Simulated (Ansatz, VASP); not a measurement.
# Si2W: VASP beside Ansatz, part 2 of 2

Wanted: the spread between two codes on one cell, functional and k mesh. The cell is taken from a series of runs on this material, whose earlier steps may have relaxed, scaled, displaced or heated it; both programs get it as it stands.

VASP 6.6.1 and Ansatz 0.2.0.

So far: Starting point; VASP: zone-centre phonons, PBEsol.

### Step 3. Ansatz: zone-centre phonons, PBEsol

Level of this step: Ansatz beside VASP: Kohn-Sham DFT, plane waves, PBEsol (Ansatz).

Ansatz runs on its PAW soft_1 files.

The same cell, functional, mesh and smearing now go to Ansatz, which takes its cutoff from its data sets.

input.yaml

```yaml
crystal:
  lattice:
    - [-1.5854570948, 1.5854570948, 3.9225578708]
    - [1.5854570948, -1.5854570948, 3.9225578708]
    - [1.5854570948, 1.5854570948, -3.9225578708]
  atoms:
    - { symbol: Si, position: [0.3342925984, 0.3342925984, 0.0] }
    - { symbol: Si, position: [0.6657074016, 0.6657074016, 0.0] }
    - { symbol: W, position: [0.0, 0.0, 0.0] }
kpoints:
  mp_grid: { grid: [20, 20, 20] }
hamiltonian:
  xc: pbesol
  pseudopotentials: { kind: paw, azcp: { folder: soft_1 }, xc_functional: pbe }
scf:
  occupations: { method: methfessel_paxton, width: 0.2 }
output:
  eigenvalues: true
phonons:
  method: dfpt
```

Run with:

```sh
$ ansatz run input.yaml --threads 4 --pin off --max-ram 10240MiB --backend cpu --events-out ev --progress --plain --runs-dir out
```

Numbers of over 12 decimals in the logs are rounded to 6 here.

The log of the run:

```text
zone centre: on kpoints.mp_grid the ground state, and the responses unless they are solved on pairs of k-points, stand on 1166 of the mesh's 8000 k-points, reduced under 4 symmetry operations, with k and −k counted as one. Each operation leaves every solved displacement unchanged or reverses it
Engine: ansatz 0.2.0, aarch64-unknown-linux-gnu
Pseudopotentials: kind: paw
Pseudopotential: Si, paw, valence charge 4, recommended cutoff 420 eV (normal), soft_1/Si.paw.azcp
Pseudopotential: W, paw, valence charge 14, recommended cutoff 420 eV (normal), soft_1/W.paw.azcp
Functional definition: PBEsol
  exchange = pbesol_x
  correlation = pbesol_c
Crystal: 3 atoms, lattice volume = 39.440 Å³
Basis set: ecut = 420 eV, 769 PW (Γ), exchange–correlation on 64×64×64 points (8 copies of the dense FFT grid, shifted against one another)
Bands: 15, of which v1, the nominal top of the filled ones, is band 11 counted from 1 (10 counted from 0)
Symmetry: 16 space group operations
k-points: 1166 of 8000 (irreducible under 4 space group operations, time reversal used)
Non-local potential: Si, projectors of the file, l = 0: 2, l = 1: 2, l = 2: 1
Non-local potential: W, projectors of the file, l = 0: 3, l = 1: 2, l = 2: 2, l = 3: 1
PAW form: soft (Blöchl's): semilocal exchange-correlation on the pseudo side does not see the compensation charge
PAW frozen core: Si, regenerated for the run's functional, and the local potential with it (the file was generated under x = pbe(κ = 0.804, μ = 0.219515), c = pbe(β = 0.066725))
PAW frozen core: W, regenerated for the run's functional, and the local potential with it (the file was generated under x = pbe(κ = 0.804, μ = 0.219515), c = pbe(β = 0.066725))
PAW one-centre angular grid: Si, 110 points (default); XC on 64 Gauss nodes
PAW one-centre angular grid: W, 590 points (default); XC on 64 Gauss nodes
Initial density: superposition of atomic densities (chi_scale 0.1, normalization cell, long waves kept (reshape's long-wave potential 0.00 eV rms))
Initial wavefunctions: pseudopotential atomic-orbital guess
Functional: x = pbesol(κ = 0.804, μ = 0.123457), c = pbesol(β = 0.046)
SCF iter   1: F=—  HF=-11502.218182 eV  |F-HF|=—  |Δ(HF+E_count)|=         —  Δρ=4.95e-2  dr2=9.31e-1  ethr=3.10e-3  ⟨swp⟩=5.3  Hψ=102372  notcnv=0
preconditioner: auto → Kerker (q_TF=auto, 2.475 Å⁻¹)  [metal: Δε(μ)=0.001 eV  Ē_g=8.441 eV  σ=0.200 eV  W_gap=0.00  n_scr=10 (ndim 8)  ℏωp=22.1 eV  f_vac=0.000  D(μ)=0.27/eV (n_scr^D=0)]
SCF iter   2: F=—  HF=-11501.978508 eV  |F-HF|=—  |Δ(HF+E_count)|=   2.40e-1  S|Δr|=    0.00e0  Δρ=2.66e-2  dr2=2.12e-1  ethr=3.10e-3  ⟨swp⟩=2.1  Hψ=31755  notcnv=0
SCF iter   3: F=—  HF=-11501.902226 eV  |F-HF|=—  |Δ(HF+E_count)|=   7.63e-2  S|Δr|=    0.00e0  Δρ=6.43e-3  dr2=1.34e-2  ethr=9.66e-4  ⟨swp⟩=2.8  Hψ=31322  notcnv=0
SCF iter   4: F=—  HF=-11501.897278 eV  |F-HF|=—  |Δ(HF+E_count)|=   4.95e-3  S|Δr|=    0.00e0  Δρ=5.04e-4  dr2=5.41e-5  ethr=6.07e-5  ⟨swp⟩=2.6  Hψ=25815  notcnv=0
SCF iter   5: F=—  HF=-11501.897259 eV  |F-HF|=—  |Δ(HF+E_count)|=   1.95e-5  S|Δr|=    0.00e0  Δρ=6.06e-5  dr2=1.11e-6  ethr=2.46e-7  ⟨swp⟩=2.0  Hψ=25903  notcnv=0
SCF iter   6: F=—  HF=-11501.897261 eV  |F-HF|=—  |Δ(HF+E_count)|=   2.25e-6  S|Δr|=    0.00e0  Δρ=1.08e-5  dr2=4.20e-8  ethr=5.06e-9  ⟨swp⟩=2.6  Hψ=26466  notcnv=0
SCF iter   7: F=—  HF=-11501.897261 eV  |F-HF|=—  |Δ(HF+E_count)|=   5.72e-9  S|Δr|=    0.00e0  Δρ=1.53e-6  dr2=1.38e-9  ethr=1.91e-10  ⟨swp⟩=2.3  Hψ=25561  notcnv=0
SCF iter   8: F=—  HF=-11501.897261 eV  |F-HF|=—  |Δ(HF+E_count)|=  3.13e-10  S|Δr|=    0.00e0  Δρ=2.38e-7  dr2=2.34e-11  ethr=6.27e-12  ⟨swp⟩=2.3  Hψ=25412  notcnv=0
SCF iter   9: F=-11501.897261 eV  HF=-11501.897261 eV  |F-HF|=1.82e-12  |Δ(HF+E_count)|=  7.28e-12  S|Δr|=    0.00e0  Δρ=2.48e-8  dr2=2.36e-13  ethr=1.00e-12  ⟨swp⟩=5.2  Hψ=72750  notcnv=0
SCF 1 converged in 9 iterations: F = -11501.897261 eV  dr2 = 2.36e-13
  greatest PAW one-centre occupation: 0.999 electrons in one spin orbital (limit 2), on the W atom at site 2 (counted from 0), in its partial waves of l = 0
DFPT response loops at Γ: preconditioner auto → Kerker (q_TF=auto, 2.475 Å⁻¹) (partly filled bands, converged f_vac=0.000); β = 1.00, the filter's whole step (`scf.mixing.beta` (0.50) is not read by the response loops under this deck's `scf.mixing.preconditioner`; to damp them name `kerker` or `kerker_dos`, under which they read `scf.mixing.beta`, and type it under 1.00, their step now; both keys bind the ground state too); Broyden in place of MSR1
SCF converged after 9 iterations
Stability not checked: this state was not tested for a lower state beside it, because cold or Methfessel-Paxton smearing, or corrected tetrahedra, fill the levels in a way that the test cannot read (fill_not_monotonic; see scf.lower_state_search)
Free energy (F): -11501.897261 eV
Harris-Foulkes:  -11501.897261 eV  (|F-HF|=1.82e-12)
Internal energy: -11501.898193 eV  (E = F + TS)
E sigma→0 (E₀):  -11501.897494 eV
Entropy (-TS):   0.000932 eV (0.311 meV/atom)
Fermi energy:    17.057322 eV
--- Per-component energies (eV) ---
  E_band       = -74.419715
  E_kinetic    = 515.362226
  E_local      = -872.546885  (includes V_loc(G=0)·N_el)
  E_nonlocal   = 21.425897
  E_hartree    = 381.644225
  E_xc         = -383.509706
  E_vxc        = -334.366766  (∫ρ·V_xc dr)
  E_paw        = -9446.814262  (= ΣΔE_a)
  E_vpaw       = -167.582837  (= ΣTr[D̂ρ^β])
  E_aug_tail   = 0.000209  (compensation charges beyond the density's cutoff)
  E_ewald      = -1717.744876
  E_core_change = 0.284979  (= ΣΔE_core)
  E_smearing   = 0.000932  (= −TS)
  E_closure    = 0.000000  (closes the sum)
  Σ components = -11501.897261   (vs F -11501.897261, Δ=0.00e0)
--- Band table (eV; the first three rows and the last of 1166) ---
  k-point 0: bands = [... 7 lower, 13.5445, 14.1920, 14.1920, 17.7732, 19.8607, 20.0388, 20.3350, 20.3350]
  k-point 1: bands = [... 7 lower, 13.5675, 13.9607, 14.4800, 17.3374, 19.8981, 20.1352, 20.3952, 20.4313]
  k-point 2: bands = [... 7 lower, 13.3951, 13.6385, 14.9292, 16.3514, 19.6771, 20.5575, 20.6345, 20.7334]
  k-point 1165: bands = [... 7 lower, 14.3898, 16.3119, 16.3119, 16.5051, 16.5051, 17.9451, 21.3784, 22.1339]
--- Phonons (Γ-DFPT): 4 representative perturbations + reference, on 1166 of 8000 k-points (Σ response iterations 12) ---
  k mesh reduced under 4 symmetry operations, with k and −k counted as one. Each operation leaves every solved displacement unchanged or reverses it
  ASR residual: 9.111e-6 → 0.000e0 eV/Å²; symmetrization residual: 1.435e-6 eV/Å²
  ASR residual per site (eV/Å²): 9.11e-6 9.11e-6 4.14e-6
  Γ frequencies (cm⁻¹): 0.00 0.00 0.00 273.79 273.79 308.11 354.18 354.18 447.08
  non-analytic LO–TO correction: not included (Born effective charges unavailable; polar crystals: no LO–TO splitting at Γ)
```

### Step 4. Comparison

Known differences besides the potentials themselves: the data sets hold 22 valence electrons in Ansatz (on its PAW soft_1 files) and 14 in VASP; the cutoff is 420 eV in Ansatz and 600 eV in VASP; Ansatz makes its cores anew for this functional, VASP keeps those of its PBE data sets. Total energies have different zeros and are not compared.

Both answers:

| quantity | Ansatz | VASP | difference |
| --- | --- | --- | --- |
| optical mode 1 to 2 (cm⁻¹) | 273.8 | 276.1 | -0.85 % |
| optical mode 3 (cm⁻¹) | 308.1 | 310.2 | -0.69 % |
| optical mode 4 to 5 (cm⁻¹) | 354.2 | 356.4 | -0.62 % |
| optical mode 6 (cm⁻¹) | 447.1 | 450.0 | -0.64 % |

Modes are paired by rising frequency, not by their patterns, so a pair may set unlike modes beside each other; they are those without the splitting of longitudinal modes.

### Step 5. Results

```json
{
 "r.m.s. difference of the optical zone-centre modes, each program's sorted by frequency (zone-centre phonons, PBEsol)": "2.4 cm⁻¹",
 "difference in optical mode 1 to 2 (zone-centre phonons, PBEsol)": "-0.9 %"
}
```

What this shows: The r.m.s. difference of the optical zone-centre modes, each program's sorted by frequency is 2.4 cm⁻¹ (zone-centre phonons, PBEsol). The data sets hold unlike numbers of valence electrons (22 in Ansatz and 14 in VASP), so part of the differences comes from the potentials. Among the rows given in per cent, the largest difference of the zone-centre phonons, PBEsol pair is in optical mode 1 to 2, -0.9 %. Such differences can come from data sets, numerical settings and the points named under the comparisons, not from the functional's error against experiment.

[Lines on the potential files, build, host, timing and source positions are cut from VASP's logs without a mark.]

[Logs are printed without paths, hosts, clocks, repeated set-up lines and the standing remarks that a program may print on its own settings, such as how far it seeks lower states.]

[Hosts, paths, dates, database ids (printed as entryN), source tags and the programs' standing remarks are cut or masked in the printed files.]
